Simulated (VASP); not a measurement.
These are r2SCAN meta-GGA, VASP's PBE PAW potentials (set 64) (plane waves; VASP 6.6.1) values and carry that method's errors.

The input files of a VASP run:

### POSCAR
```
Rb2H4Pd
1.0
  5.8347474905   0.0000000000   0.0000000000
  0.0000000000   5.8347474905   0.0000000000
  0.0000000000   0.0000000000   8.5103452078
Rb H Pd
4 8 2
direct
  1.0000000000   0.5000000000   0.2500000000
  0.0000000000   0.5000000000   0.7500000000
  0.5000000000   1.0000000000   0.2500000000
  0.5000000000   1.0000000000   0.7500000000
  0.5000000000   0.5000000000   0.3063710230
  0.5000000000   0.5000000000   0.6936289770
  0.0000000000   1.0000000000   0.8063710230
  0.0000000000   1.0000000000   0.1936289770
  0.3002373224   0.6997626776   0.5000000000
  0.6997626776   0.3002373224   0.5000000000
  0.8002373224   0.8002373224   0.0000000000
  0.1997626776   0.1997626776   1.0000000000
  0.5000000000   0.5000000000   0.5000000000
  0.0000000000   1.0000000000   0.0000000000
```

KPOINTS:
```
Automatic mesh
0
Gamma
4 4 3
```

**INCAR**
```
SYSTEM  =  Rb2H4Pd
PREC  =  Accurate; ENCUT  =  400; LREAL  =  Auto
LASPH  =  .TRUE.
EDIFF  =  1E-6; NELM  =  100; ALGO  =  Normal
LMAXMIX  =  4; LMIXTAU  =  .TRUE.
ISMEAR  =  0; SIGMA  =  0.05
METAGGA  =  R2SCAN
IBRION  =  2; NSW  =  60; ISIF  =  3
EDIFFG  =  -0.02
LWAVE  =  .FALSE.; LCHARG  =  .FALSE.
```

POTCAR, in this order: Rb_sv H Pd (PBE.64 set). Program: vasp_std.

Output

File OUTCAR:
```
 ion  position               nearest neighbor table
   1  0.000  0.500  0.250-   5 2.96   8 2.96   8 2.96   5 2.96  11 2.99  12 2.99   9 2.99  10 2.99
                            13 3.61  14 3.61  14 3.61  13 3.61   3 4.13   3 4.13   3 4.13   3 4.13
   2  0.000  0.500  0.750-   6 2.96   7 2.96   7 2.96   6 2.96  11 2.99  12 2.99   9 2.99  10 2.99
                            13 3.61  14 3.61  14 3.61  13 3.61   4 4.13   4 4.13   4 4.13   4 4.13
   3  0.500  0.000  0.250-   5 2.96   8 2.96   5 2.96   8 2.96  11 2.99  12 2.99   9 2.99  10 2.99
                            13 3.61  13 3.61  14 3.61  14 3.61   1 4.13   1 4.13   1 4.13   1 4.13
   4  0.500  0.000  0.750-   6 2.96   7 2.96   6 2.96   7 2.96  11 2.99  12 2.99   9 2.99  10 2.99
                            13 3.61  13 3.61  14 3.61  14 3.61   2 4.13   2 4.13   2 4.13   2 4.13
   5  0.500  0.500  0.306-  13 1.65   3 2.96   1 2.96   3 2.96   1 2.96
   6  0.500  0.500  0.694-  13 1.65   4 2.96   2 2.96   4 2.96   2 2.96
   7  0.000  0.000  0.806-  14 1.65   4 2.96   2 2.96   2 2.96   4 2.96
   8  0.000  0.000  0.194-  14 1.65   3 2.96   1 2.96   1 2.96   3 2.96
   9  0.300  0.700  0.500-  13 1.65   2 2.99   3 2.99   4 2.99   1 2.99
  10  0.700  0.300  0.500-  13 1.65   2 2.99   3 2.99   4 2.99   1 2.99
  11  0.800  0.800  0.000-  14 1.65   2 2.99   3 2.99   4 2.99   1 2.99
  12  0.200  0.200  0.000-  14 1.65   2 2.99   3 2.99   4 2.99   1 2.99
  13  0.500  0.500  0.500-   5 1.65   6 1.65   9 1.65  10 1.65   1 3.61   2 3.61   3 3.61   4 3.61
                             3 3.61   4 3.61   1 3.61   2 3.61
  14  0.000  0.000  0.000-   7 1.65   8 1.65  11 1.65  12 1.65   1 3.61   2 3.61   3 3.61   4 3.61
                             1 3.61   2 3.61   3 3.61   4 3.61
  LATTYP: Found a simple tetragonal cell.
 ALAT       =     5.8347474905
 C/A-ratio  =     1.4585627264
 Subroutine PRICEL returns:
...
```

OSZICAR:
```
       N       E                     dE             d eps       ncg     rms          rms(c)
DAV:   1     0.252989507539E+03    0.25299E+03   -0.24631E+04   968   0.114E+03
DAV:   2    -0.124153210717E+03   -0.37714E+03   -0.36127E+03  1216   0.264E+02
DAV:   3    -0.156367470207E+03   -0.32214E+02   -0.32042E+02  1320   0.751E+01
DAV:   4    -0.157670443558E+03   -0.13030E+01   -0.12995E+01  1464   0.142E+01
DAV:   5    -0.157728210007E+03   -0.57766E-01   -0.57764E-01  1352   0.217E+00    0.176E+01
DAV:   6    -0.141984617889E+03    0.15744E+02   -0.12562E+01  1112   0.177E+01    0.596E+00
DAV:   7    -0.134572250771E+03    0.74124E+01   -0.26440E+00  1072   0.928E+00    0.368E+00
DAV:   8    -0.133823946544E+03    0.74830E+00   -0.12436E+00  1056   0.670E+00    0.125E+00
DAV:   9    -0.133100211429E+03    0.72374E+00   -0.13992E+00  1008   0.653E+00    0.112E+00
DAV:  10    -0.134044618643E+03   -0.94441E+00   -0.35589E-01   992   0.364E+00    0.626E-01
DAV:  11    -0.133612100556E+03    0.43252E+00   -0.46406E-01   976   0.450E+00    0.301E-01
DAV:  12    -0.133937835665E+03   -0.32574E+00   -0.99736E-02  1056   0.230E+00    0.302E-01
DAV:  13    -0.134013243577E+03   -0.75408E-01   -0.21037E-02  1104   0.105E+00    0.254E-01
DAV:  14    -0.134049037698E+03   -0.35794E-01   -0.14373E-02  1016   0.754E-01    0.179E-01
DAV:  15    -0.134051097894E+03   -0.20602E-02   -0.11479E-02  1040   0.694E-01    0.504E-02
DAV:  16    -0.134053959247E+03   -0.28614E-02   -0.17141E-03  1176   0.263E-01    0.323E-02
DAV:  17    -0.134055076405E+03   -0.11172E-02   -0.34557E-04  1064   0.116E-01    0.169E-02
DAV:  18    -0.134056575470E+03   -0.14991E-02   -0.62559E-04  1056   0.157E-01    0.972E-03
DAV:  19    -0.134056627280E+03   -0.51810E-04   -0.58390E-05  1184   0.464E-02    0.547E-03
DAV:  20    -0.134056632940E+03   -0.56597E-05   -0.58843E-06   968   0.167E-02    0.433E-03
DAV:  21    -0.134056642070E+03   -0.91295E-05   -0.50416E-06   856   0.149E-02    0.235E-03
DAV:  22    -0.134056643088E+03   -0.10184E-05   -0.22133E-06   880   0.986E-03    0.102E-03
DAV:  23    -0.134056643034E+03    0.53682E-07   -0.72658E-07   688   0.576E-03
   1 F= -.13405664E+03 E0= -.13405664E+03  d E =-.134057E+03
```

OUTCAR:
```
------------------------ aborting loop because EDIFF is reached ----------------------------------------
  FORCE on cell =-STRESS in cart. coord.  units (eV):
  Direction    XX          YY          ZZ          XY          YZ          ZX
  --------------------------------------------------------------------------------------
  Total        0.0905183      0.0905183     -0.0101754      0.0000000      0.0000000      0.0000000
  in kB        0.5005596      0.5005596     -0.0562690      0.0000000      0.0000000      0.0000000
  external PRESSURE =       0.3149500 kB  Pullay stress =       0.0000000 kB
  volume of cell :      289.73
      direct lattice vectors                 reciprocal lattice vectors
     5.834747490  0.000000000  0.000000000     0.171387023  0.000000000  0.000000000
     0.000000000  5.834747490  0.000000000     0.000000000  0.171387023  0.000000000
     0.000000000  0.000000000  8.510345208     0.000000000  0.000000000  0.117504047
 POSITION                                       TOTAL-FORCE (eV/Angst)
 -----------------------------------------------------------------------------------
      0.00000      2.91737      2.12759        -0.000000     -0.000000     -0.000000
      0.00000      2.91737      6.38276        -0.000000     -0.000000      0.000000
      2.91737      0.00000      2.12759        -0.000000     -0.000000      0.000000
      2.91737      0.00000      6.38276        -0.000000     -0.000000     -0.000000
      2.91737      2.91737      2.60732        -0.000000     -0.000000      0.005749
      2.91737      2.91737      5.90302        -0.000000     -0.000000     -0.005749
      0.00000      0.00000      6.86250        -0.000000     -0.000000      0.005749
      0.00000      0.00000      1.64785        -0.000000     -0.000000     -0.005749
      1.75181      4.08294      4.25517        -0.007372      0.007372      0.000000
      4.08294      1.75181      4.25517         0.007372     -0.007372      0.000000
      4.66918      4.66918      0.00000        -0.007372     -0.007372      0.000000
      1.16556      1.16556      0.00000         0.007372      0.007372      0.000000
      2.91737      2.91737      4.25517        -0.000000     -0.000000      0.000000
      0.00000      0.00000      0.00000        -0.000000     -0.000000      0.000000
 -----------------------------------------------------------------------------------
    total drift:                                0.000000      0.000000     -0.000000
  FREE ENERGIE OF THE ION-ELECTRON SYSTEM (eV)
  ---------------------------------------------------
  free  energy   TOTEN  =      -134.0566430343 eV

  energy  without entropy=     -134.0566430343  energy(sigma->0) =     -134.05664303

 reached required accuracy - stopping structural energy minimisation
```
(Selected blocks of OUTCAR.)

OUTCAR:
```
 val. band max:       -1.1924083689   @ k =   0.2500   0.2500   0.0000

 cond. band min:       2.0935411310   @ k =   0.0000   0.0000   0.0000


 Fermi energy:        -0.9469832877

 k-point     1 :       0.0000    0.0000    0.0000
  band No.  band energies     occupation
      1     -27.5577      2.00000
      2     -27.5433      2.00000
      3     -27.5181      2.00000
      4     -27.5053      2.00000
      5     -11.3823      2.00000
      6     -11.2822      2.00000
      7     -11.2822      2.00000
      8     -11.2362      2.00000
      9     -11.2362      2.00000
     10     -11.2285      2.00000
     11     -11.0537      2.00000
     12     -10.9841      2.00000
     13     -10.9776      2.00000
     14     -10.9776      2.00000
     15     -10.9554      2.00000
     16     -10.9554      2.00000
     17      -5.5255      2.00000
     18      -5.1726      2.00000
     19      -5.0595      2.00000
     20      -4.9925      2.00000
     21      -2.5288      2.00000
     22      -2.1845      2.00000
     23      -2.1845      2.00000
     24      -2.1478      2.00000
     25      -1.9215      2.00000
     26      -1.9215      2.00000
     27      -1.8805      2.00000
     28      -1.7880      2.00000
     29      -1.7880      2.00000
     30      -1.7759      2.00000
     31      -1.5537      2.00000
     32      -1.1979      2.00000
     33       2.0935      0.00000
     34       3.5854      0.00000
     35       3.7332      0.00000
     36       3.7332      0.00000
     37       4.3358      0.00000
     38       4.8702      0.00000
     39       4.9892      0.00000
     40       5.5564      0.00000

 k-point     2 :       0.2500    0.0000    0.0000
  band No.  band energies     occupation
      1     -27.5517      2.00000
      2     -27.5377      2.00000
      3     -27.5238      2.00000
      4     -27.5108      2.00000
      5     -11.3586      2.00000
      6     -11.2608      2.00000
      7     -11.2528      2.00000
      8     -11.2333      2.00000
...
```

The structure comes from a computed database's Rb2H4Pd entry (P4_2/mnm); how it stands against other phases isn't given here. It was relaxed first. The start is the result of an earlier pass.
